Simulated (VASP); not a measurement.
# HfO2: structure and properties in VASP

Aim: relax HfO2, then compute properties on the relaxed cell. The steps: full relaxation (PBE + D3(BJ)), second relaxation, density, ELF and potential (PBE + D3(BJ)), bands along the symmetry lines (PBE + D3(BJ)), density of states (PBE + D3(BJ)) and field gradients at the nuclei (PBE + D3(BJ)). The start is a cell from a database of measured crystal structures.

Calculated with VASP 6.6.1; PBE with D3(BJ); plane waves and PAW (Hf_pv, O).

## (1) The structure

Before any relaxation, the start is as follows. The structure is cubic, space group Fm-3m (No. 225). Conventional cell: a = 5.115 Å, b = 5.115 Å, c = 5.115 Å, α = 90.00°, β = 90.00°, γ = 90.00°. Nearest to Hf lie 8 O at 2.21 Å. Nearest to O lie 4 Hf at 2.21 Å. Farther neighbours and most contacts between anions are not listed.

Structure file:

```xyz
3
Lattice="0.0000 2.5575 2.5575 2.5575 0.0000 2.5575 2.5575 2.5575 0.0000" Properties=species:S:1:pos:R:3 pbc="T T T"
Hf    0.0000    0.0000    0.0000
O     1.2788    1.2788    1.2788
O     3.8363    3.8363    3.8363
```

## (2) Full relaxation (PBE + D3(BJ))

Properties are meant for the cell that this level of theory prefers, so cell and atoms are relaxed first (ISIF = 3) until forces and stress are small; EDIFFG sets the threshold. PBE, the usual starting point, adds the gradient of the density. A dispersion term adds the long-range attraction that semilocal functionals lack. D3 with Becke-Johnson damping keeps a finite attraction at short range.

Contents of INCAR:

```
SYSTEM = HfO2
PREC = Accurate
ENCUT = 520
EDIFF = 1E-06
NELM = 100
ISMEAR = 0
SIGMA = 0.05
LREAL = .FALSE.
ALGO = Normal
GGA = PE
IVDW = 12
NBANDS = 17
LASPH = .TRUE.
LORBIT = 11
LWAVE = .FALSE.
LCHARG = .FALSE.
KPAR = 2
IBRION = 2
NSW = 60
ISIF = 3
EDIFFG = -0.01
```

Contents of POSCAR:

```
HfO2
1.0
    0.0000000000      2.5575000000      2.5575000000
    2.5575000000      0.0000000000      2.5575000000
    2.5575000000      2.5575000000      0.0000000000
Hf O
1 2
Direct
    0.0000000000      0.0000000000      0.0000000000
    0.2500000000      0.2500000000      0.2500000000
    0.7500000000      0.7500000000      0.7500000000
```

Contents of KPOINTS:

```
Automatic mesh
0
Gamma
9 9 9
0 0 0
```

PAW data sets: Hf_pv and O (PBE family, release 64).

Launch:

```sh
> mpirun -np 2 vasp_std
```

Log:

```text
[banner, memory and clock lines left out]
running    2 mpi-ranks, on    1 nodes
 distrk:  each k-point on    1 cores,    2 groups
 distr:  one band on    1 cores,    1 groups

 POSCAR found type information on POSCAR HfO
 POSCAR found :  2 types and       3 ions
 LDA part: xc-table for (Slater+PW92), standard interpolation
 POSCAR, INCAR and KPOINTS ok, starting setup
 FFT: planning ... GRIDC
 FFT: planning ... GRID_SOFT
 FFT: planning ... GRID
 WAVECAR not read
 entering main loop
       N       E                     dE             d eps       ncg     rms          rms(c)
DAV:   1     0.925051533675E+02    0.92505E+02   -0.12732E+04  1190   0.128E+03
DAV:   2    -0.321965674736E+02   -0.12470E+03   -0.12112E+03  1577   0.293E+02
DAV:   3    -0.360418155464E+02   -0.38452E+01   -0.38370E+01  1389   0.473E+01
DAV:   4    -0.360633236310E+02   -0.21508E-01   -0.21502E-01  1595   0.394E+00
DAV:   5    -0.360634686821E+02   -0.14505E-03   -0.14505E-03  1404   0.293E-01    0.453E+01
DAV:   6    -0.303783535693E+02    0.56851E+01   -0.23639E+01  1231   0.340E+01    0.403E+01
DAV:   7    -0.302752275674E+02    0.10313E+00   -0.76308E-01  1339   0.722E+00    0.285E+01
DAV:   8    -0.302559389825E+02    0.19289E-01   -0.32071E-01  1225   0.535E+00    0.904E+00
DAV:   9    -0.302333004016E+02    0.22639E-01   -0.68741E-02  1214   0.229E+00    0.226E+00
DAV:  10    -0.302335407872E+02   -0.24039E-03   -0.38736E-03  1437   0.484E-01    0.135E-01
DAV:  11    -0.302335408794E+02   -0.92243E-07   -0.20053E-04  1345   0.116E-01    0.192E-01
DAV:  12    -0.302335593238E+02   -0.18444E-04   -0.57597E-05  1270   0.523E-02    0.584E-02
DAV:  13    -0.302335604335E+02   -0.11097E-05   -0.16827E-06  1337   0.107E-02    0.131E-02
DAV:  14    -0.302335607925E+02   -0.35904E-06   -0.31471E-07   846   0.436E-03
   1 F= -.30932397E+02 E0= -.30932397E+02  d E =-.309324E+02
 curvature:   0.00 expect dE= 0.000E+00 dE for cont linesearch  0.000E+00
 trial: gam= 0.00000 g(F)=  0.135E-48 g(S)=  0.191E+00 ort = 0.000E+00 (trialstep = 0.100E+01)
 search vector abs. value=  0.191E+00
 bond charge predicted
       N       E                     dE             d eps       ncg     rms          rms(c)
DAV:   1    -0.311201007939E+02   -0.88654E+00   -0.25143E+01  1264   0.447E+01    0.158E+01
DAV:   2    -0.302650379624E+02    0.85506E+00   -0.31782E+00  1247   0.129E+01    0.525E+00
DAV:   3    -0.301349770887E+02    0.13006E+00   -0.15931E-01  1261   0.360E+00    0.314E+00
DAV:   4    -0.301078433959E+02    0.27134E-01   -0.91732E-02  1306   0.243E+00    0.238E+00
DAV:   5    -0.301089223265E+02   -0.10789E-02   -0.25587E-03  1433   0.412E-01    0.367E+00
DAV:   6    -0.301075171425E+02    0.14052E-02   -0.42625E-03  1382   0.447E-01    0.123E-01
DAV:   7    -0.301075183255E+02   -0.11829E-05   -0.16059E-04  1382   0.110E-01    0.969E-02
DAV:   8    -0.301075197270E+02   -0.14015E-05   -0.16991E-06  1397   0.103E-02    0.705E-02
DAV:   9    -0.301075167252E+02    0.30017E-05   -0.18170E-05  1273   0.356E-02    0.383E-02
DAV:  10    -0.301075164578E+02    0.26742E-06   -0.41190E-07   653   0.548E-03
   2 F= -.30881926E+02 E0= -.30881926E+02  d E =0.504711E-01
 trial-energy change:    0.050471  1 .order    0.058590   -0.190937    0.308118
 step:   0.4061(harm=  0.3826)  dis= 0.00000  next Energy=   -30.971714 (dE=-0.393E-01)
 bond charge predicted
       N       E                     dE             d eps       ncg     rms          rms(c)
DAV:   1    -0.305993778150E+02   -0.49186E+00   -0.87135E+00  1224   0.258E+01    0.994E+00
DAV:   2    -0.303033414345E+02    0.29604E+00   -0.12335E+00  1199   0.798E+00    0.321E+00
DAV:   3    -0.302553345472E+02    0.48007E-01   -0.71118E-02  1231   0.216E+00    0.198E+00
DAV:   4    -0.302444083204E+02    0.10926E-01   -0.38347E-02  1295   0.153E+00    0.136E+00
DAV:   5    -0.302446738827E+02   -0.26556E-03   -0.73401E-04  1488   0.220E-01    0.199E+00
DAV:   6    -0.302442649675E+02    0.40892E-03   -0.11404E-03  1389   0.243E-01    0.102E-01
DAV:   7    -0.302442645841E+02    0.38344E-06   -0.40612E-05  1395   0.539E-02    0.750E-02
DAV:   8    -0.302442622216E+02    0.23625E-05   -0.16717E-06  1266   0.107E-02    0.205E-02
DAV:   9    -0.302442617529E+02    0.46865E-06   -0.34476E-06  1263   0.151E-02
   3 F= -.30972590E+02 E0= -.30972590E+02  d E =-.401935E-01
 curvature:  -0.19 expect dE=-0.786E-05 dE for cont linesearch -0.786E-05
 trial: gam=-0.01446 g(F)=  0.448E-48 g(S)=  0.411E-04 ort = 0.280E-02 (trialstep = 0.881E+00)
 search vector abs. value=  0.897E-08
 reached required accuracy - stopping structural energy minimisation
```

The job ended after 28 s (2 MPI ranks of Intel Xeon Platinum 8488C (Sapphire Rapids), shared host; peak memory 0.35 GiB; 54 s of CPU time).

Lines that name or quote the potential files are left out of all logs, and their timing lines are given in words.

Parts of OUTCAR (step 2):

```text
ion  position               nearest neighbor table
   1  0.000  0.000  0.000-   3 2.21   3 2.21   3 2.21   2 2.21   3 2.21   2 2.21   2 2.21   2 2.21

  LATTYP: Found a face centered cubic cell.
 ALAT       =     5.1150000000

 Subroutine GETGRP returns: Found 48 space group operations
 (whereof 48 operations were pure point group operations)

The static configuration has the point symmetry O_h .

 Found     35 irreducible k-points:

   k-points           NKPTS =     35   k-points in BZ     NKDIM =     35   number of bands    NBANDS=     17

   dimension x,y,z NGX =    28 NGY =   28 NGZ =   28
   dimension x,y,z NGXF=    56 NGYF=   56 NGZF=   56

   ENCUT  =  520.0 eV  38.22 Ry    6.18 a.u.   6.72  6.72  6.72*2*pi/ulx,y,z

   NELECT =      22.0000    total number of electrons

 k-points in reciprocal lattice and weights: Automatic mesh
   0.00000000  0.00000000  0.00000000       0.001
   0.11111111  0.00000000  0.00000000       0.011
   0.22222222  0.00000000  0.00000000       0.011
   0.33333333  0.00000000  0.00000000       0.011
   0.44444444  0.00000000  0.00000000       0.011
   0.11111111  0.11111111  0.00000000       0.008
   0.22222222  0.11111111  0.00000000       0.033
   0.33333333  0.11111111  0.00000000       0.033
   0.44444444  0.11111111  0.00000000       0.033
[...]
-0.33333333  0.44444444  0.11111111       0.033
  -0.33333333  0.44444444  0.22222222       0.033

 Edisp (eV)   -0.77441

 average (electrostatic) potential at core
       1 -37.1948       2 -69.4493       3 -69.4493

 E-fermi :   4.5828

 k-point     1 :       0.0000    0.0000    0.0000
  band No.  band energies     occupation
    ...
      7      -1.0325      2.00000
      8      -1.0325      2.00000
      9       3.7754      2.00000
     10       3.7755      2.00000
     11       3.7755      2.00000
     12       8.3006      0.00000
     13       8.3006      0.00000
     14      10.3278      0.00000
     15      14.9727      0.00000
     16      14.9727      0.00000
    ...

 k-point     2 :       0.1111    0.0000    0.0000
  band No.  band energies     occupation
    ...
      7      -0.9107      2.00000
      8      -0.6919      2.00000
      9       3.4042      2.00000
     10       3.5409      2.00000
     11       3.5409      2.00000
     12       8.5431      0.00000
     13       8.5431      0.00000
     14      10.8274      0.00000
     15      14.3830      0.00000
     16      14.7508      0.00000
    ...

 k-point     3 :       0.2222    0.0000    0.0000
  band No.  band energies     occupation
    ...
      7      -0.5955      2.00000
      8       0.1440      2.00000
      9       2.6147      2.00000
     10       3.0723      2.00000
     11       3.0723      2.00000
     12       8.9649      0.00000
     13       8.9649      0.00000
     14      11.5344      0.00000
     15      13.7006      0.00000
     16      14.3112      0.00000
    ...

 Edisp (eV)   -0.72833

  Total      -0.02921    -0.02921    -0.02921    -0.00000    -0.00000     0.00000
  in kB      -1.45456    -1.45456    -1.45456    -0.00000    -0.00000     0.00000
  external pressure =       -1.45 kB  Pullay stress =        0.00 kB

  energy-cutoff  :      520.00
  volume of cell :       32.17
      direct lattice vectors                 reciprocal lattice vectors
     0.000000000  2.524269852  2.524269852    -0.198077079  0.198077079  0.198077079
     2.524269852  0.000000000  2.524269852     0.198077079 -0.198077079  0.198077079
     2.524269852  2.524269852  0.000000000     0.198077079  0.198077079 -0.198077079

 POSITION                                       TOTAL-FORCE (eV/Angst)
 -----------------------------------------------------------------------------------
      0.00000      0.00000      0.00000         0.000000     -0.000000     -0.000000
      1.26213      1.26213      1.26213         0.000000     -0.000000      0.000000
      3.78640      3.78640      3.78640        -0.000000      0.000000     -0.000000
 -----------------------------------------------------------------------------------
    total drift:                                0.000000      0.000000      0.000000

  FREE ENERGIE OF THE ION-ELECTRON SYSTEM (eV)
  ---------------------------------------------------
  free  energy   TOTEN  =       -30.9725903377 eV

  energy  without entropy=      -30.9725903377  energy(sigma->0) =      -30.97259034

 reached required accuracy - stopping structural energy minimisation

 total charge
# of ion       s       p       d       tot
------------------------------------------
    1        0.296   6.589   1.384   8.269
    2        1.561   3.562   0.000   5.123
    3        1.561   3.562   0.000   5.123
--------------------------------------------------
tot          3.418  13.713   1.384  18.515

[... 3 further parts left out ...]
```

The gap is read on the k-mesh alone, so it is an upper bound where the band edges lie off the mesh. Harder data sets than Hf_pv exist (the GW ones), and pressures, volumes and forces can shift noticeably with them. The run keeps the 48 symmetry operations of its start, so it cannot find a distortion of lower symmetry.

Step by step:

```csv
step,energy less that of the first step (eV),largest force (eV/Å),pressure (GPa),volume (Å³)
1,0.0000,0.0000,-9.53,33.46
2,0.0505,0.0000,16.95,30.35
3,-0.0402,0.0000,-0.15,32.17
```

```csv
"conventional cell, symmetrised",before,after,change
a (Å),5.115,5.049,-1.3 %
b (Å),5.115,5.049,-1.3 %
c (Å),5.115,5.049,-1.3 %
volume (Å³/atom),11.15,10.72,-3.8 %
```

The relaxed structure:

```xyz
3
Lattice="0.0000 2.5243 2.5243 2.5243 0.0000 2.5243 2.5243 2.5243 0.0000" Properties=species:S:1:pos:R:3 pbc="T T T"
Hf    0.0000    0.0000    0.0000
O     1.2621    1.2621    1.2621
O     3.7864    3.7864    3.7864
```

Numbers from this step:

```yaml
electrons: 22
bands: 17
irreducible_k_points: 35
symmetry_operations: 48
free_energy_toten: -30.97 eV
fermi_energy: 4.583 eV
pressure: -0.1455 GPa
metallic: no
valence_top_at_k: -0.4444, 0.4444, 0
conduction_bottom_at_k: 0.4444, 0.4444, 0
least_direct_gap_at_k: -0.4444, 0.4444, 0
scf_cycles_over_all_ionic_steps: 33
gap_on_the_k_mesh: 3.950 eV
least_direct_gap_on_the_k_mesh: 4.066 eV
```

It ends with forces that vanish by symmetry and a pressure of -0.15 GPa. The volume lies -3.8 % from that of the database's start, which holds the thermal and zero-point expansion of its experiment.

## (3) Second relaxation

A relaxation keeps the plane waves of the cell it began with, so it is repeated from the new cell, on a basis made for it.

INCAR is that of step 2.

Contents of POSCAR:

```
HfO2
1.0
    0.0000000000      2.5242698519      2.5242698519
    2.5242698519      0.0000000000      2.5242698519
    2.5242698519      2.5242698519      0.0000000000
Hf O
1 2
Direct
    0.0000000000      0.0000000000      0.0000000000
    0.2500000000      0.2500000000      0.2500000000
    0.7500000000      0.7500000000      0.7500000000
```

KPOINTS is that of step 2.

Launch:

```sh
> mpirun -np 2 vasp_std
```

Log:

```text
[... set-up lines as in an earlier step ...]
 entering main loop
       N       E                     dE             d eps       ncg     rms          rms(c)
DAV:   1     0.922287097376E+02    0.92229E+02   -0.12711E+04  1190   0.128E+03
DAV:   2    -0.322156175350E+02   -0.12444E+03   -0.12067E+03  1537   0.300E+02
DAV:   3    -0.359748719621E+02   -0.37593E+01   -0.37512E+01  1369   0.470E+01
DAV:   4    -0.359965315399E+02   -0.21660E-01   -0.21655E-01  1556   0.402E+00
DAV:   5    -0.359966732435E+02   -0.14170E-03   -0.14170E-03  1423   0.289E-01    0.492E+01
DAV:   6    -0.303624454262E+02    0.56342E+01   -0.22849E+01  1231   0.343E+01    0.427E+01
DAV:   7    -0.302764048186E+02    0.86041E-01   -0.70958E-01  1345   0.709E+00    0.294E+01
DAV:   8    -0.302596778225E+02    0.16727E-01   -0.24584E-01  1232   0.482E+00    0.856E+00
DAV:   9    -0.302421855887E+02    0.17492E-01   -0.56175E-02  1235   0.205E+00    0.223E+00
DAV:  10    -0.302423382271E+02   -0.15264E-03   -0.35480E-03  1402   0.471E-01    0.113E-01
DAV:  11    -0.302423443798E+02   -0.61527E-05   -0.18567E-04  1436   0.115E-01    0.181E-01
DAV:  12    -0.302423598376E+02   -0.15458E-04   -0.50038E-05  1242   0.494E-02    0.569E-02
DAV:  13    -0.302423609249E+02   -0.10873E-05   -0.16038E-06  1404   0.106E-02    0.120E-02
DAV:  14    -0.302423612309E+02   -0.30605E-06   -0.23546E-07   802   0.389E-03
   1 F= -.30970690E+02 E0= -.30970690E+02  d E =-.309707E+02
 curvature:   0.00 expect dE= 0.000E+00 dE for cont linesearch  0.000E+00
 trial: gam= 0.00000 g(F)=  0.169E-47 g(S)=  0.403E-04 ort = 0.000E+00 (trialstep = 0.100E+01)
 search vector abs. value=  0.403E-04
 reached required accuracy - stopping structural energy minimisation
```

Run time: 15 s. Hardware: 2 MPI ranks; peak memory 0.33 GiB; 29 s of CPU time.

OUTCAR, selected parts (step 3):

```text
  LATTYP: Found a face centered cubic cell.
 ALAT       =     5.0485397038

The static configuration has the point symmetry O_h .

 Found     35 irreducible k-points:

   ENCUT  =  520.0 eV  38.22 Ry    6.18 a.u.   6.64  6.64  6.64*2*pi/ulx,y,z

   NELECT =      22.0000    total number of electrons

 E-fermi :   4.5885

 k-point     1 :       0.0000    0.0000    0.0000
  band No.  band energies     occupation
    ...
      7      -1.0323      2.00000
      8      -1.0323      2.00000
      9       3.7758      2.00000
     10       3.7758      2.00000
     11       3.7758      2.00000
     12       8.3005      0.00000
     13       8.3005      0.00000
     14      10.3279      0.00000
     15      14.9728      0.00000
     16      14.9728      0.00000
    ...

 k-point     2 :       0.1111    0.0000    0.0000
  band No.  band energies     occupation
    ...
      7      -0.9104      2.00000
      8      -0.6916      2.00000
      9       3.4045      2.00000
     10       3.5411      2.00000
     11       3.5411      2.00000
     12       8.5432      0.00000
     13       8.5432      0.00000
     14      10.8276      0.00000
     15      14.3834      0.00000
     16      14.7512      0.00000
    ...

 Edisp (eV)   -0.72833

  Total      -0.02890    -0.02890    -0.02890     0.00000     0.00000    -0.00000
  in kB      -1.43921    -1.43921    -1.43921     0.00000     0.00000    -0.00000
  external pressure =       -1.44 kB  Pullay stress =        0.00 kB

 POSITION                                       TOTAL-FORCE (eV/Angst)
 -----------------------------------------------------------------------------------
      0.00000      0.00000      0.00000         0.000000      0.000000      0.000000
      1.26213      1.26213      1.26213         0.000000      0.000000      0.000000
      3.78640      3.78640      3.78640        -0.000000     -0.000000     -0.000000
 -----------------------------------------------------------------------------------
    total drift:                                0.000000      0.000000      0.000000

  FREE ENERGIE OF THE ION-ELECTRON SYSTEM (eV)
  ---------------------------------------------------
  free  energy   TOTEN  =       -30.9706898157 eV

  energy  without entropy=      -30.9706898157  energy(sigma->0) =      -30.97068982

 total charge
# of ion       s       p       d       tot
------------------------------------------
    1        0.296   6.589   1.384   8.269
    2        1.562   3.562   0.000   5.124
    3        1.562   3.562   0.000   5.124
--------------------------------------------------
tot          3.420  13.712   1.384  18.516

[... 6 parts as in an earlier step ...]

[... 6 further parts left out ...]
```

CONTCAR:

```
HfO2
   1.00000000000000
     0.0000000000000000    2.5242698519000002    2.5242698519000002
     2.5242698519000002    0.0000000000000000    2.5242698519000002
     2.5242698519000002    2.5242698519000002    0.0000000000000000
  Hf              O
     1     2
Direct
     0.0000000000000000    0.0000000000000000    0.0000000000000000
     0.2500000000000000    0.2500000000000000    0.2500000000000000
     0.7500000000000000    0.7500000000000000    0.7500000000000000
```

Little changed from the start: no atom moved by 0.005 Å and no cell edge by 0.1 %.

This step gave:

| Quantity | Value |
| --- | --- |
| Fermi energy | 4.588 eV |
| pressure | -0.1439 GPa |
| SCF cycles over all ionic steps | 14 |
| gap on the k-mesh | 3.949 eV |

It ends with forces that vanish by symmetry and a pressure of -0.14 GPa. The volume moved by under 0.01 %: the run met its threshold at the first step.

(Part 1 of 3 ends here.)

[Lines on the potential files, build, host, timing and source positions are cut from VASP's logs without a mark.]

[Logs are printed without paths, hosts, clocks, repeated set-up lines and the standing remarks that a program may print on its own settings, such as how far it seeks lower states.]

[Hosts, paths, dates, database ids (printed as entryN), source tags and the programs' standing remarks are cut or masked in the printed files.]

[Measured values are set beside computed ones only where the two were judged alike; some that the calculation misses by far are left out.]
